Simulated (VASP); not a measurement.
Consider the following.

```xyz
2
Lattice="0.0000 2.2236 2.2236 2.2236 0.0000 2.2236 2.2236 2.2236 0.0000" Properties=species:S:1:pos:R:3 pbc="T T T"
Si     0.0000     0.0000     0.0000
C      1.1118     1.1118     1.1118
```

The numbers are results of PBEsol GGA, VASP's PBE PAW potentials (set 64) (plane waves; VASP), not measurements. Numerical set-up: 520 eV cut-off, 9×9×9 Γ-centred mesh, Gaussian smearing of 0.050 eV, potentials Si C.

Question: Give the stress tensor in GPa (positive for a compressed cell).

Answer: 
```
-11.79    0.00    0.00
  0.00  -11.79    0.00
  0.00    0.00  -11.79
```
The pressure is its mean diagonal, -11.79 GPa.

The compound is SiC in the zinc blende structure. The cell was not relaxed at this level. The run is one of a series of settings (GGA = PS against the base run), some of them coarse on purpose.
